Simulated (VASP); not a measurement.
Here is the system:

```
CELL_PARAMETERS angstrom
      3.19005    -5.43867     0.00522
      1.55750     2.69767     0.00000
      0.00415    -0.00240     5.09938
ATOMIC_POSITIONS crystal
  Zn 0.34929 0.34929 0.50251
  Zn 0.16192 0.66192 0.99772
  Zn 0.82054 0.32054 0.50397
  O  0.37547 0.37547 0.89209
  O  0.16196 0.66196 0.38801
  O  0.80154 0.30154 0.89728
  O  0.66991 0.66991 0.32518
  Be 0.65937 0.65937 0.00525
```

Calculation: PBE GGA, VASP's PBE PAW potentials (set 64) (plane waves; VASP). Settings: 500 eV cut-off, Gaussian smearing of 0.050 eV, potentials Zn O Be.

Question: Give the energies of bands 20 to 33 at the high-symmetry points, in eV from the valence-band maximum.

Answer: 
| band | Γ | Z | D | B | A | E | C2 | Y2 |
|---|---|---|---|---|---|---|---|---|
| 20 | -4.22 | -3.96 | -4.18 | -4.22 | -3.71 | -4.08 | -3.60 | -4.17 |
| 21 | -3.93 | -3.73 | -3.96 | -4.10 | -3.46 | -4.01 | -3.58 | -3.75 |
| 22 | -3.53 | -3.58 | -3.38 | -3.20 | -2.60 | -3.63 | -3.48 | -3.27 |
| 23 | -3.01 | -3.33 | -3.28 | -2.82 | -2.49 | -3.57 | -3.31 | -2.26 |
| 24 | -2.69 | -3.00 | -3.23 | -2.31 | -2.08 | -2.51 | -2.82 | -2.23 |
| 25 | -1.79 | -2.95 | -2.78 | -1.99 | -2.01 | -2.07 | -2.57 | -1.55 |
| 26 | -1.18 | -2.62 | -2.51 | -1.60 | -1.41 | -1.55 | -2.28 | -1.41 |
| 27 | -1.03 | -2.58 | -2.05 | -1.25 | -1.18 | -1.46 | -2.14 | -1.23 |
| 28 | -0.60 | -1.66 | -1.61 | -0.96 | -1.12 | -1.31 | -1.84 | -0.99 |
| 29 | -0.36 | -1.54 | -1.46 | -0.56 | -0.87 | -1.23 | -1.25 | -0.57 |
| 30 | -0.09 | -1.31 | -0.88 | -0.47 | -0.79 | -1.21 | -1.19 | -0.33 |
| 31 | 0.00 | -1.12 | -0.67 | -0.23 | -0.57 | -1.12 | -0.89 | -0.19 |
| 32 | 1.41 | 5.90 | 5.58 | 3.54 | 4.44 | 5.48 | 6.00 | 3.68 |
| 33 | 5.23 | 6.30 | 6.43 | 3.84 | 4.85 | 5.74 | 6.06 | 4.15 |

The gap is direct, 1.41 eV, from the valence maximum at Γ to the conduction minimum at Γ.

The structure was generated: BeZn3O4 was put into an ordered model structure (Pm), which need not be its known phase. It was relaxed first.
